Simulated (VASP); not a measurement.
Input:

```
Au
1.0
    4.99808     0.00000     0.00000
    3.33205     3.72535     0.00000
    0.00000     0.00000    24.12856
Au
10
Cartesian
  1.21665   0.54410   8.14768
  3.75951   1.68130   8.78456
  6.30981   2.82183   9.69038
  0.38339   0.17146  10.73532
  2.88419   1.28985  11.60609
  5.44594   2.43550  12.52247
  7.94674   3.55389  13.39324
  2.02033   0.90352  14.43818
  4.57062   2.04405  15.34401
  7.11348   3.18124  15.98088
```

Calculation: PBEsol GGA, VASP's PBE PAW potentials (set 64) (plane waves; VASP 6.6.1). Run with PREC = Normal, 400 eV cut-off, 8×8×1 Γ-centred mesh, first-order Methfessel-Paxton smearing of 0.10 eV, potentials Au.

Unless said otherwise, spin-orbit coupling is left out, though it shifts the bands of the heavy elements here.

Problem. What does the run give for the energy per atom (σ→0), band gap (on the k-mesh) with the smallest direct gap where there is one?

Solution. 
The band gap (on the k-mesh) is none (metal, semimetal or under 0.01 eV) and the energy per atom (σ→0) is -3.634 eV/atom.

Total energies compare only between runs with the same potentials, cut-off and functional.

The cell is a thin slab with vacuum, built from Au (fcc): (210) face.
